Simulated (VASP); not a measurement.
VASP runs on PtAl$_{2}$ (space group Fm-3m) share one base input (PBE GGA, plane waves, VASP's PBE PAW potentials (set 64)) and change the settings named in each case.

KPOINTS:
```
Automatic mesh
0
Gamma
13 13 13
0 0 0
```

### INCAR
```
SYSTEM = PtAl2
PREC = Accurate; ENCUT = 300; LREAL = F
LASPH = T
EDIFF = 1E-6; NELM = 100; ALGO = Normal
LMAXMIX = 6
ISMEAR = -1; SIGMA = 0.136
GGA = PE
ISIF = 2
LWAVE = F; LCHARG = F
```

POSCAR:
```
PtAl2
1
    0.0000000000     3.0211920000     3.0211920000
    3.0211920000     0.0000000000     3.0211920000
    3.0211920000     3.0211920000     0.0000000000
Al Pt
2 1
Direct
  0.2500000000   0.2500000000   0.2500000000
  0.7500000000   0.7500000000   0.7500000000
  0.0000000000   0.0000000000   0.0000000000
```

POTCAR, in this order: Al Pt (PBE.64 set). Program: vasp_std.

```tsv
change	E(σ→0) (eV/atom)	pressure (GPa)	−TS (eV)
base run	-5.4027	-5.87	-0.0745
GGA = PS	-5.8854	___	___
GGA_COMPAT = .FALSE., LNONCOLLINEAR = .TRUE., LSORBIT = .TRUE., MAGMOM = 0.0 0.0 0.0 0.0 0.0 0.0 0.0 0.0 0.0, program vasp_ncl	-5.5167	___	___
KPOINTS 5×5×5 Γ-centred mesh	-5.3870	-5.52	-0.0970
```

Fill in the missing entries.

- GGA_COMPAT = .FALSE., LNONCOLLINEAR = .TRUE., LSORBIT = .TRUE., MAGMOM = 0.0 0.0 0.0 0.0 0.0 0.0 0.0 0.0 0.0, program vasp_ncl, pressure (GPa): -6.14
- GGA_COMPAT = .FALSE., LNONCOLLINEAR = .TRUE., LSORBIT = .TRUE., MAGMOM = 0.0 0.0 0.0 0.0 0.0 0.0 0.0 0.0 0.0, program vasp_ncl, −TS (eV): -0.0752
- GGA = PS, pressure (GPa): -8.84
- GGA = PS, −TS (eV): -0.0744

Energies of different potentials or functionals have different zeros.  Unless said otherwise, spin-orbit coupling is left out, though it shifts the bands of the heavy elements here. At 300 eV the pressure can carry a Pulay error.

Left out are runs that ran out of time, are held back, or changed the cell or the kind of run, fixed moments of cells without a moment, rows past the twelfth, gaps on odd meshes, pressures of charged cells and columns that move by less than the noise.

The structure is a typed PtAl2 crystal. The cell was not relaxed at this level, its lattice was scaled by up to 2.5 %.
